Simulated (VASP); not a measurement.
Input:

```yaml
crystal:
  lattice:
    - [0.00000, 2.40822, 2.40822]
    - [2.40822, 0.00000, 2.40822]
    - [2.40822, 2.40822, 0.00000]
  atoms:
    - { symbol: B, position: [0.00000, 0.00000, 0.00000] }
    - { symbol: As, position: [0.25000, 0.25000, 0.25000] }
```

Computed with PBE GGA, VASP's PBE PAW potentials (set 64) (plane waves; VASP). Settings: 520 eV cut-off, 11×11×11 Γ-centred mesh, tetrahedra with Blöchl corrections, potentials B As.

Task: Predict the energy per atom (σ→0).

Result: 
| Property | Value |
|---|---|
| energy per atom (σ→0) | -5.707 eV/atom |

Only differences to runs with the same potentials and settings are physical.

The compound is BAs in the zinc blende structure. It was relaxed first.
